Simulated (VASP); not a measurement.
Level of theory: PBE GGA, VASP's PBE PAW potentials (set 64) (plane waves; VASP).

The input files of a VASP run:

POSCAR:
```
Ca
1
    0.0000000000     2.3266399819     2.3266399819
    2.3266399819     0.0000000000     2.3266399819
    2.3266399819     2.3266399819     0.0000000000
Ca
1
Direct
  0.0000000000   0.0000000000   0.0000000000
```

### KPOINTS
```
kpoints
0
gamma
 10 10 10
```

### INCAR
```
ALGO = Normal
EDIFF = 1E-6
EDIFFG = -0.02
ENCUT = 500
GGA = PE
IBRION = 2
ISIF = 3
ISMEAR = 0
LASPH = .TRUE.
LCHARG = .FALSE.
LREAL = .FALSE.
LWAVE = .FALSE.
NELM = 100
NSW = 40
PREC = Accurate
PSTRESS = 200
SIGMA = 0.05
SYSTEM = Ca
```

POTCAR, in this order: Ca_sv (PBE.64 set). Program: vasp_std.

Question: What will the output report for the number of irreducible k-points (NKPTS), largest plane-wave count, number of space-group operations, FFT grid (NGX, NGY, NGZ)?

Answer: 
```
Quantity                                       Value
--------------------------------------  ------------
number of irreducible k-points (NKPTS)            47
largest plane-wave count                         652
number of space-group operations                  48
FFT grid (NGX, NGY, NGZ)                24 × 24 × 24
```

The compound is Ca in the fcc structure. It was relaxed first under an external pressure of 20 GPa.
